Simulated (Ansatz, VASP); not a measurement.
# Cross-check of SnPb2 between VASP and Ansatz

Aim: how closely do two programs agree when they are given the same cell, functional and k mesh? The cell is generated by rule, not measured, and may not be a known phase. The cell is taken from a series of runs on this material, whose earlier steps may have relaxed, scaled, displaced or heated it; both programs get it as it stands.

Program: Ansatz 0.2.0. Level of theory: plane waves, with VASP 6.6.1 beside it; relaxation of cell and atoms at PBEsol. Results are calculated unless marked as measured.

The structure was built from a prototype and need not be the compound's stable phase.

**1. The starting structure**

It takes space group Pn-3m (No. 224, cubic). Conventional cell: a = 6.571 Å, b = 6.571 Å, c = 6.571 Å, α = 90.00°, β = 90.00°, γ = 90.00°. Nearest to Sn lie 4 Pb at 2.85 Å. Nearest to Pb lie 2 Sn at 2.85 Å. Farther neighbours are not listed.

**2. Ansatz: relaxation of cell and atoms, PBEsol**

Ansatz runs on norm-conserving files, of PseudoDojo where its log says so.

The relaxed volume is the usual yardstick between codes: in a stiff, nearly cubic crystal its relative difference is about their pressure difference at one cell divided by the bulk modulus.

File input.yaml:

```yaml
crystal:
  lattice:
    - [6.5707688197, 0.0, 0.0]
    - [0.0, 6.5707688197, 0.0]
    - [0.0, 0.0, 6.5707688197]
  atoms:
    - { symbol: Sn, position: [0.0, 0.0, 0.0] }
    - { symbol: Sn, position: [0.5, 0.5, 0.5] }
    - { symbol: Pb, position: [0.25, 0.25, 0.25] }
    - { symbol: Pb, position: [0.75, 0.75, 0.25] }
    - { symbol: Pb, position: [0.75, 0.25, 0.75] }
    - { symbol: Pb, position: [0.25, 0.75, 0.75] }
kpoints:
  mp_grid: { grid: [6, 6, 6] }
hamiltonian:
  xc: pbesol
  pseudopotentials: { kind: nc }
scf:
  occupations: { method: gaussian, width: 0.1 }
output:
  forces: true
  stress: true
  eigenvalues: true
relax:
  adjacent_minimum: "off"
  f_tol: 0.005
  max_steps: 80
  cell: { stress_tol: 0.05 }
```

The run is started by

```bash
ansatz run input.yaml --threads 8 --pin off --max-ram 14336MiB --backend cpu --events-out ev --progress --plain --runs-dir out
```

Numbers of over 12 decimals in the logs are rounded to 6 here.

The log of the run:

```text
Engine: ansatz 0.2.0, aarch64-unknown-linux-gnu
Pseudopotentials: kind: nc
Pseudopotential: Sn, nc, valence charge 14, recommended cutoff 979.609905 eV (normal), Sn.nc.azcp (PseudoDojo's, or run here from an input of PseudoDojo's: the run reads no file of this project's for it)
Pseudopotential: Pb, nc, valence charge 14, recommended cutoff 850 eV (normal), Pb.nc.azcp (PseudoDojo's, or run here from an input of PseudoDojo's: the run reads no file of this project's for it)
Functional definition: PBEsol
  exchange = pbesol_x
  correlation = pbesol_c
Crystal: 6 atoms, lattice volume = 283.693 Å³
Basis set: ecut = 979.609905 eV, 19837 PW (Γ), exchange–correlation on 144×144×144 points (8 copies of the dense FFT grid, shifted against one another)
Bands: 51, of which v1, the nominal top of the filled ones, is band 42 counted from 1 (41 counted from 0)
Symmetry: 48 space group operations
Space group: Pn-3m (ITA 224), of the structure as read, at distance tolerance 6.6e-5 Å
k-points: 20 of 216
Non-local potential: Sn, projectors of the file, l = 0: 2, l = 1: 2, l = 2: 2, l = 3: 2
Non-local potential: Pb, projectors of the file, l = 0: 3, l = 1: 2, l = 2: 2, l = 3: 1
Initial density: superposition of atomic densities (chi_scale 0.1, normalization cell, long waves kept (reshape's long-wave potential 0.00 eV rms))
Initial wavefunctions: pseudopotential atomic-orbital guess
Functional: x = pbesol(κ = 0.804, μ = 0.123457), c = pbesol(β = 0.046)
SCF iter   1: F=—  HF=-11872.060576 eV  |F-HF|=—  |Δ(HF+E_count)|=         —  Δρ=2.20e-2  dr2=4.52e0  ethr=3.10e-3  ⟨swp⟩=7.4  Hψ=3827  notcnv=0
preconditioner: auto → LDOS  [metal: Δε(μ)=0.071 eV  Ē_g=13.790 eV  σ=0.100 eV  W_gap=0.38  n_scr=56 (ndim 8)  ℏωp=17.6 eV  f_vac=0.027  D(μ)=5.00/eV (n_scr^D=26)  β→1.0]
SCF iter   2: F=—  HF=-11870.675718 eV  |F-HF|=—  |Δ(HF+E_count)|=    1.38e0  Δρ=7.84e-3  dr2=2.20e-1  ethr=3.10e-3  ⟨swp⟩=4.0  Hψ=2223  notcnv=0  defer=31
SCF iter   3: F=—  HF=-11870.615901 eV  |F-HF|=—  |Δ(HF+E_count)|=   5.98e-2  Δρ=3.47e-3  dr2=2.40e-2  ethr=2.62e-4  ⟨swp⟩=2.0  Hψ=1703  notcnv=0  defer=30
SCF iter   4: F=—  HF=-11870.605103 eV  |F-HF|=—  |Δ(HF+E_count)|=   1.08e-2  Δρ=3.40e-4  dr2=3.00e-4  ethr=2.86e-5  ⟨swp⟩=2.0  Hψ=1634  notcnv=0  defer=30
SCF iter   5: F=—  HF=-11870.605124 eV  |F-HF|=—  |Δ(HF+E_count)|=   2.11e-5  Δρ=7.59e-5  dr2=2.11e-5  ethr=3.57e-7  ⟨swp⟩=2.0  Hψ=1836  notcnv=0  defer=30
SCF iter   6: F=—  HF=-11870.605455 eV  |F-HF|=—  |Δ(HF+E_count)|=   3.31e-4  Δρ=1.62e-5  dr2=8.26e-7  ethr=2.52e-8  ⟨swp⟩=2.8  Hψ=1807  notcnv=0  defer=30
SCF iter   7: F=-11870.605455 eV  HF=-11870.605455 eV  |F-HF|=1.01e-9  |Δ(HF+E_count)|=   1.05e-7  Δρ=2.89e-6  dr2=1.25e-8  ethr=1.19e-10  ⟨swp⟩=14.1  Hψ=5254  notcnv=0
SCF 1 converged in 7 iterations: F = -11870.605455 eV  dr2 = 1.25e-8
relax step   1: F+E_penalty+E_count = -11870.60545483 eV  Δ(F+E_penalty+E_count) = +0.000e0 eV  max|allowed force component| = 1.156e-17 eV/Å  Δτ_max = 0.0000 Å  P = -0.012 GPa  Ω = 283.693 Å³  (7 SCF iters, dr2 threshold 1.00e-7 eV, accepted)
Initial density: handed on by an earlier stage of this run
Initial wavefunctions: pseudopotential atomic-orbital guess (no wavefunctions were taken with the density)
iter 1 solved again at ethr=3.61e-7 eV; its pass at ethr=3.10e-3 eV (dr2=3.03e-4 eV) is discarded
SCF iter   1: F=—  HF=-11870.605131 eV  |F-HF|=—  |Δ(HF+E_count)|=         —  Δρ=2.45e-6  dr2=1.22e-8  ethr=3.61e-7  ⟨swp⟩=4.2  Hψ=6755  notcnv=0
eigensolver tolerance schedule: the retry pair's looser diagonalisation over-reported the residual by 24767.23 of it (diagonalisation noise at an unbounded share of the residual, at the tolerance the schedule requests for it); recorded, not acted on — ethr = c·dr2/N_el stays at c = 1.0e-1
preconditioner: auto → LDOS  [metal: Δε(μ)=0.034 eV  Ē_g=14.327 eV  σ=0.100 eV  W_gap=0.19  n_scr=56 (ndim 8)  ℏωp=17.6 eV  f_vac=0.020  D(μ)=3.84/eV (n_scr^D=18)  β→1.0]
SCF iter   2: F=—  HF=-11870.605455 eV  |F-HF|=—  |Δ(HF+E_count)|=   3.24e-4  Δρ=8.49e-7  dr2=1.35e-9  ethr=1.46e-11  ⟨swp⟩=3.8  Hψ=2757  notcnv=0
SCF iter   3: F=—  HF=-11870.605455 eV  |F-HF|=—  |Δ(HF+E_count)|=  9.09e-11  Δρ=2.10e-7  dr2=1.54e-10  ethr=1.61e-12  ⟨swp⟩=2.0  Hψ=1861  notcnv=0
SCF iter   4: F=-11870.605455 eV  HF=-11870.605455 eV  |F-HF|=1.82e-12  |Δ(HF+E_count)|=  3.27e-11  Δρ=7.40e-8  dr2=8.12e-12  ethr=1.00e-12  ⟨swp⟩=8.7  Hψ=4402  notcnv=0
SCF 2 converged in 4 iterations: F = -11870.605455 eV  dr2 = 8.12e-12
relax step   2: F+E_penalty+E_count = -11870.60545483 eV  Δ(F+E_penalty+E_count) = -1.426e-9 eV  max|allowed force component| = 4.626e-18 eV/Å  Δτ_max = 0.0000 Å  P = -0.012 GPa  Ω = 283.693 Å³  stress off target by 1.21e-2 GPa  SCF on the basis re-selected at this cell (its energy is not comparable with the rows above)  (4 SCF iters)
basis re-selected at this cell: Δ(F+E_penalty+E_count) = -1.426e-9 eV, ΔP = -0.000 GPa vs the last step (what re-selecting the basis moved, of the pressure what is left beyond the Pulay correction that the steps carried, after the strain that the cell walked since its last selection, with what the two solves' SCF thresholds leave and, on support functions, any second-order correction that the steps lacked; it is no m [...]
SCF converged after 4 iterations
Free energy (F): -11870.605455 eV
Harris-Foulkes:  -11870.605455 eV  (|F-HF|=1.82e-12)
Internal energy: -11870.586258 eV  (E = F + TS)
E sigma→0 (E₀):  -11870.595856 eV
Entropy (-TS):   -0.019197 eV (-3.200 meV/atom)
Fermi energy:    5.326953 eV
--- Per-component energies (eV) ---
  E_band       = -778.724468
  E_kinetic    = 6293.293891
  E_local      = -8977.037223  (includes V_loc(G=0)·N_el)
  E_nonlocal   = -3226.669534
  E_hartree    = 3517.519022
  E_xc         = -3286.975663
  E_vxc        = -1903.349724  (∫ρ·V_xc dr)
  E_ewald      = -6190.716750
  E_smearing   = -0.019197  (= −TS)
  E_closure    = -0.000000  (closes the sum)
  Σ components = -11870.605455   (vs F -11870.605455, Δ=0.00e0)
--- Forces (eV/Å), atoms counted from 1 ---
  atom   1  Sn    -0.00000000    -0.00000000     0.00000000
  atom   2  Sn     0.00000000     0.00000000     0.00000000
  atom   3  Pb     0.00000000    -0.00000000     0.00000000
  atom   4  Pb     0.00000000    -0.00000000     0.00000000
  atom   5  Pb     0.00000000    -0.00000000    -0.00000000
  atom   6  Pb     0.00000000    -0.00000000     0.00000000
  max |Σ_I F_I| component: 6.58e-27 eV/Å
--- Stress (GPa, compression-positive) ---
       -0.012137      -0.000000       0.000000
       -0.000000      -0.012137      -0.000000
        0.000000       0.000000      -0.012137
  P = ⅓ Tr σ = -0.0121 GPa (-0.121 kbar)
--- Band table (eV; the first three rows and the last of 20) ---
  k-point 0: bands = [... 38 lower, 2.9674, 3.9806, 3.9806, 6.1628, 6.1628, 6.1628, 6.5390, 6.5390, ... 5 higher]
  k-point 1: bands = [... 38 lower, 3.5322, 4.0732, 4.0786, 5.8183, 5.8183, 5.8927, 6.5835, 6.7136, ... 5 higher]
  k-point 2: bands = [... 38 lower, 4.3303, 4.3402, 4.3461, 5.3360, 5.6174, 5.6174, 6.2268, 6.3964, ... 5 higher]
  k-point 19: bands = [... 38 lower, 2.2216, 5.3024, 5.3024, 5.3024, 6.9096, 6.9096, 7.1885, 7.1885, ... 5 higher]
--- Relaxed structure (1 steps of the walk, 1 accepted, 1 SCFs on fresh bases) ---
  F+E_penalty+E_count = -11870.60545483 eV   max|allowed force component| = 4.626e-18 eV/Å   (the final SCF, on the basis selected at the relaxed cell)
  cell:  # Å, volume = 283.6930 Å³
    - [6.5707688197, 0.0, 0.0]
    - [0.0, 6.5707688197, 0.0]
    - [0.0, 0.0, 6.5707688197]
  atoms:
    - { symbol: Sn, position: [0.0, 0.0, 0.0] }
    - { symbol: Sn, position: [0.500000, 0.500000, 0.500000] }
    - { symbol: Pb, position: [0.250000, 0.250000, 0.250000] }
    - { symbol: Pb, position: [0.750000, 0.750000, 0.250000] }
    - { symbol: Pb, position: [0.750000, 0.250000, 0.750000] }
    - { symbol: Pb, position: [0.250000, 0.750000, 0.750000] }
```

**3. VASP: relaxation of cell and atoms, PBEsol**

The same cell, functional, mesh and smearing now go to VASP, with its own data sets.

Lines of VASP's logs that name or quote its potential files are left out, and so is its time.

File INCAR:

```
SYSTEM = SnPb2
PREC = Accurate
ENCUT = 500
EDIFF = 1E-07
NELM = 120
ISMEAR = 0
SIGMA = 0.1
LREAL = .FALSE.
ALGO = Normal
GGA = PS
NBANDS = 52
LORBIT = 11
LWAVE = .FALSE.
LCHARG = .FALSE.
ISIF = 3
IBRION = 2
NSW = 80
EDIFFG = -0.005
LASPH = .TRUE.
GGA_COMPAT = .FALSE.
NELMIN = 4
KPAR = 2
```

File POSCAR:

```
SnPb2
1.0
    6.5707690000      0.0000000000      0.0000000000
    0.0000000000      6.5707690000      0.0000000000
    0.0000000000      0.0000000000      6.5707690000
Sn Pb
2 4
Direct
    0.0000000000      0.0000000000      0.0000000000
    0.4999999239      0.4999999239      0.4999999239
    0.2499999620      0.2499999620      0.2499999620
    0.7500000380      0.7500000380      0.2499999620
    0.7500000380      0.2499999620      0.7500000380
    0.2499999620      0.7500000380      0.7500000380
```

File KPOINTS:

```
Automatic mesh
0
Gamma
6 6 6
0 0 0
```

PAW data sets: Sn_d and Pb_d (PBE family, release 64).

The run is started by

```bash
mpirun -np 2 vasp_std
```

The log of the run:

```text
[banner, memory and clock lines left out]
running    2 mpi-ranks, on    1 nodes
 distrk:  each k-point on    1 cores,    2 groups
 distr:  one band on    1 cores,    1 groups

 POSCAR found type information on POSCAR SnPb
 POSCAR found :  2 types and       6 ions
|                                                                             |
|               ----> ADVICE to this user running VASP <----                  |
|                                                                             |
|     You enforced a specific xc type in the INCAR file but a different       |
|     [... a line on the potential file left out ...]
|     I HOPE YOU KNOW WHAT YOU ARE DOING!                                     |
|                                                                             |

 LDA part: xc-table for (Slater+PW92), standard interpolation
 POSCAR, INCAR and KPOINTS ok, starting setup
 FFT: planning ... GRIDC
 FFT: planning ... GRID_SOFT
 FFT: planning ... GRID
 WAVECAR not read
 entering main loop
       N       E                     dE             d eps       ncg     rms          rms(c)
DAV:   1     0.997799810385E+03    0.99780E+03   -0.38533E+04  2080   0.179E+03
DAV:   2     0.118541751752E+03   -0.87926E+03   -0.86463E+03  2080   0.526E+02
DAV:   3    -0.114602158797E+02   -0.13000E+03   -0.12766E+03  2448   0.228E+02
DAV:   4    -0.194595739966E+02   -0.79994E+01   -0.79320E+01  2332   0.624E+01
DAV:   5    -0.198008848846E+02   -0.34131E+00   -0.34117E+00  3052   0.126E+01    0.350E+00
DAV:   6    -0.194804256006E+02    0.32046E+00   -0.42417E-01  2572   0.425E+00    0.177E+00
DAV:   7    -0.194177468274E+02    0.62679E-01   -0.29951E-01  2584   0.293E+00    0.458E-01
DAV:   8    -0.194171930160E+02    0.55381E-03   -0.44601E-02  2536   0.146E+00    0.243E-01
DAV:   9    -0.194177453090E+02   -0.55229E-03   -0.67658E-03  2844   0.524E-01    0.824E-02
DAV:  10    -0.194175229257E+02    0.22238E-03   -0.11086E-03  2644   0.215E-01    0.384E-02
DAV:  11    -0.194175344644E+02   -0.11539E-04   -0.18087E-04  2732   0.835E-02    0.231E-02
DAV:  12    -0.194175270230E+02    0.74414E-05   -0.49057E-05  2724   0.520E-02    0.520E-03
DAV:  13    -0.194175263471E+02    0.67593E-06   -0.39927E-06  2568   0.142E-02    0.223E-03
DAV:  14    -0.194175255417E+02    0.80538E-06   -0.61728E-07  2272   0.629E-03    0.970E-04
DAV:  15    -0.194175256092E+02   -0.67461E-07   -0.71566E-08  1296   0.225E-03
   1 F= -.19417526E+02 E0= -.19407890E+02  d E =-.194175E+02
 curvature:   0.00 expect dE= 0.000E+00 dE for cont linesearch  0.000E+00
 trial: gam= 0.00000 g(F)=  0.188E-39 g(S)=  0.106E-03 ort = 0.000E+00 (trialstep = 0.100E+01)
 search vector abs. value=  0.106E-03
 bond charge predicted
       N       E                     dE             d eps       ncg     rms          rms(c)
DAV:   1    -0.194201618447E+02   -0.26363E-02   -0.75202E-02  2700   0.293E+00    0.261E-01
DAV:   2    -0.194179521664E+02    0.22097E-02   -0.48467E-03  2576   0.754E-01    0.102E-01
DAV:   3    -0.194175844312E+02    0.36774E-03   -0.16765E-03  2864   0.398E-01    0.162E-02
DAV:   4    -0.194175824486E+02    0.19826E-05   -0.58427E-05  2236   0.580E-02    0.549E-03
DAV:   5    -0.194175836293E+02   -0.11806E-05   -0.82642E-06  2788   0.212E-02    0.307E-03
DAV:   6    -0.194175839606E+02   -0.33128E-06   -0.92464E-07  2364   0.108E-02    0.127E-03
DAV:   7    -0.194175843582E+02   -0.39765E-06   -0.15914E-07  1176   0.434E-03    0.236E-04
DAV:   8    -0.194175843608E+02   -0.25429E-08   -0.30949E-08  1156   0.151E-03
   2 F= -.19417584E+02 E0= -.19407890E+02  d E =-.587516E-04
 trial-energy change:   -0.000059  1 .order   -0.000060   -0.000106   -0.000015
 step:   1.1908(harm=  1.1654)  dis= 0.00000  next Energy=   -19.417586 (dE=-0.602E-04)
 reached required accuracy - stopping structural energy minimisation
```

OUTCAR, selected parts (step 3):

```text
ion  position               nearest neighbor table
   1  0.000  0.000  0.000-   3 2.85   4 2.85   5 2.85   6 2.85
   2  0.500  0.500  0.500-   3 2.85   4 2.85   5 2.85   6 2.85
   3  0.250  0.250  0.250-   2 2.85   1 2.85
   4  0.750  0.750  0.250-   1 2.85   2 2.85
   5  0.750  0.250  0.750-   1 2.85   2 2.85
   6  0.250  0.750  0.750-   1 2.85   2 2.85

  LATTYP: Found a simple cubic cell.
 ALAT       =     6.5707690000

 Subroutine GETGRP returns: Found 48 space group operations
 (whereof 24 operations were pure point group operations)

The static configuration has the point symmetry T_d .
 The point group associated with its full space group is O_h .

 Found     20 irreducible k-points:

   k-points           NKPTS =     20   k-points in BZ     NKDIM =     20   number of bands    NBANDS=     52

   dimension x,y,z NGX =    48 NGY =   48 NGZ =   48
   dimension x,y,z NGXF=    96 NGYF=   96 NGZF=   96

   ENCUT  =  500.0 eV  36.75 Ry    6.06 a.u.  11.98 11.98 11.98*2*pi/ulx,y,z

   NELECT =      84.0000    total number of electrons

 k-points in reciprocal lattice and weights: Automatic mesh
   0.00000000  0.00000000  0.00000000       0.005
   0.16666667  0.00000000  0.00000000       0.028
   0.33333333  0.00000000  0.00000000       0.028
   0.50000000  0.00000000  0.00000000       0.014
   0.16666667  0.16666667  0.00000000       0.056
   0.33333333  0.16666667  0.00000000       0.111
   0.50000000  0.16666667  0.00000000       0.056
   0.33333333  0.33333333  0.00000000       0.056
   0.50000000  0.33333333  0.00000000       0.056
[...]
0.50000000  0.50000000  0.33333333       0.028
   0.50000000  0.50000000  0.50000000       0.005

 average (electrostatic) potential at core
       1-103.8422       2-103.8422       3 -94.4142       4 -94.4142       5 -94.4142
       6 -94.4142

 E-fermi :   2.9778

 k-point     1 :       0.0000    0.0000    0.0000
  band No.  band energies     occupation
    ...
     37       0.6141      2.00000
     38       0.6141      2.00000
     39       0.6141      2.00000
     40       1.6276      2.00000
     41       1.6276      2.00000
     42       3.8142      0.00000
     43       3.8142      0.00000
     44       3.8142      0.00000
     45       4.1930      0.00000
     46       4.1930      0.00000
    ...

 k-point     2 :       0.1667    0.0000    0.0000
  band No.  band energies     occupation
    ...
     37       0.6030      2.00000
     38       0.6030      2.00000
     39       1.1844      2.00000
     40       1.7204      2.00000
     41       1.7263      2.00000
     42       3.4696      0.00000
     43       3.4696      0.00000
     44       3.5433      0.00000
     45       4.2381      0.00000
     46       4.3677      0.00000
    ...

 k-point     3 :       0.3333    0.0000    0.0000
  band No.  band energies     occupation
    ...
     38       0.5760      2.00000
     39       1.9854      2.00000
     40       1.9898      2.00000
     41       1.9937      2.00000
     42       2.9854      0.91457
     43       3.2686      0.00004
     44       3.2686      0.00004
     45       3.8803      0.00000
     46       4.0489      0.00000
     47       4.0489      0.00000
    ...

  Total       -0.0094028     -0.0094028     -0.0094028     -0.0000000     -0.0000000      0.0000000
  in kB       -0.0531879     -0.0531879     -0.0531879     -0.0000000     -0.0000000      0.0000000
  external PRESSURE =      -0.0531879 kB  Pullay stress =       0.0000000 kB

  energy-cutoff  :      500.00
  volume of cell :      283.24
      direct lattice vectors                 reciprocal lattice vectors
     6.567269043 -0.000000000 -0.000000000     0.152270296  0.000000000 -0.000000000
     0.000000000  6.567269043  0.000000000     0.000000000  0.152270296 -0.000000000
     0.000000000  0.000000000  6.567269043     0.000000000 -0.000000000  0.152270296

 POSITION                                       TOTAL-FORCE (eV/Angst)
 -----------------------------------------------------------------------------------
      0.00000      0.00000      0.00000        -0.000000      0.000000     -0.000000
      3.28363      3.28363      3.28363         0.000000      0.000000      0.000000
      1.64182      1.64182      1.64182        -0.000000      0.000000     -0.000000
      4.92545      4.92545      1.64182         0.000000     -0.000000      0.000000
      4.92545      1.64182      4.92545        -0.000000      0.000000      0.000000
      1.64182      4.92545      4.92545         0.000000     -0.000000      0.000000
 -----------------------------------------------------------------------------------
    total drift:                                0.000298      0.000298      0.000298

  FREE ENERGIE OF THE ION-ELECTRON SYSTEM (eV)
  ---------------------------------------------------
  free  energy   TOTEN  =       -19.4175843608 eV

  energy  without entropy=      -19.3981950251  energy(sigma->0) =      -19.40788969

 reached required accuracy - stopping structural energy minimisation

 total charge
# of ion       s       p       d       tot
------------------------------------------
    1        1.258   1.075   9.980  12.313
    2        1.258   1.075   9.980  12.313
    3        1.384   0.754   9.801  11.938
    4        1.384   0.754   9.801  11.938
    5        1.384   0.754   9.801  11.938
    6        1.384   0.754   9.801  11.938
--------------------------------------------------
tot          8.050   5.166  59.162  72.379

[... 3 further parts left out ...]
```

CONTCAR:

```
SnPb2
   1.00000000000000
     6.5672690431807528   -0.0000000000000000   -0.0000000000000000
     0.0000000000000000    6.5672690431807528    0.0000000000000000
     0.0000000000000000    0.0000000000000000    6.5672690431807528
  Sn              Pb
     2     4
Direct
     0.0000000000000000    0.0000000000000000    0.0000000000000000
     0.4999999238999990    0.4999999238999990    0.4999999238999990
     0.2499999619999969    0.2499999619999969    0.2499999619999969
     0.7500000380000031    0.7500000380000031    0.2499999619999969
     0.7500000380000031    0.2499999619999969    0.7500000380000031
     0.2499999619999969    0.7500000380000031    0.7500000380000031
```

**4. Side by side**

Known differences besides the potentials themselves: the cutoff is 979.61 eV in Ansatz and 500 eV in VASP; Ansatz adds a Pulay correction to the stress that steers its cell, VASP none. Total energies have different zeros and are not compared.

Compared:

```csv
quantity,Ansatz,VASP,difference
volume (Å³),283.69,283.24,+0.16 %
"edge a after relaxation, in the typed setting (Å)",6.571,6.567,+0.05 %
```

**5. What came out**

| Item | Value |
| --- | --- |
| difference in volume (relaxation of cell and atoms, PBEsol) | 0.16 % |

The difference in volume is 0.16 % (relaxation of cell and atoms, PBEsol), within the 1.2 % picked in this series as the mark of a large difference, as far as the stopping tolerances let one tell. How closely two codes agree says nothing of how well the functional describes the real material.

[Lines on the potential files, build, host, timing and source positions are cut from VASP's logs without a mark.]

[Logs are printed without paths, hosts, clocks, repeated set-up lines and the standing remarks that a program may print on its own settings, such as how far it seeks lower states.]

[Hosts, paths, dates, database ids (printed as entryN), source tags and the programs' standing remarks are cut or masked in the printed files.]
